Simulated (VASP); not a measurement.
**Ga₃As₄B (ordered alloy cell): computed properties**

Calculation: PBEsol GGA, VASP's PBE PAW potentials (set 64) (plane waves; VASP).

For Ga$_{3}$As$_{4}$B, the space group is P-43m (215), the cell is a = 5.442 Å, b = 5.442 Å, c = 5.442 Å, α = 90.00°, β = 90.00°, γ = 90.00° and the volume per atom is 20.15 Å³/atom. The band gap (over mesh and band path) comes out as 0.57 eV and the smallest direct gap (over mesh and band path) comes out as 0.84 eV. The band-edge character is indirect, Γ to R and the density is 5.35 g/cm³.

```xyz
8
Lattice="5.4421 0.0000 0.0000 0.0000 5.4421 0.0000 0.0000 0.0000 5.4421" Properties=species:S:1:pos:R:3 pbc="T T T"
Ga     0.0000     0.0000     5.4421
Ga     2.7211     2.7211     5.4421
Ga     2.7211     0.0000     2.7211
As     1.2410     1.4800     1.4800
As     4.2011     3.9621     1.4800
As     4.2011     1.4800     3.9621
As     1.2410     3.9621     3.9621
B      5.4421     2.7211     2.7211
```

The structure was generated: Ga3As4B was put into an ordered model structure (P-43m), which need not be its known phase. It was relaxed first. Symmetry was kept, so distortions that lower it aren't found.
